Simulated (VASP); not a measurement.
Here is the system:

```xyz
2
Lattice="0.0000 2.1947 2.1947 2.1947 0.0000 2.1947 2.1947 2.1947 0.0000" Properties=species:S:1:pos:R:3 pbc="T T T"
Al     0.0000     0.0000     0.0000
N      1.0973     1.0973     1.0973
```

Method: optB86b-vdW, VASP's PBE PAW potentials (set 64) (plane waves; VASP). Settings: 520 eV cut-off, 12×12×12 Γ-centred mesh, tetrahedra with Blöchl corrections, potentials Al N.

Estimate the energy per atom (σ→0), band gap (on the k-mesh) with the smallest direct gap where there is one.

```yaml
band gap (on the k-mesh): 3.34 eV
smallest direct gap (on the k-mesh): 4.14 eV
energy per atom (σ→0): -6.257 eV/atom
```

The compound is AlN in the zinc blende structure, a metastable form; wurtzite is the usual one. It was relaxed first.
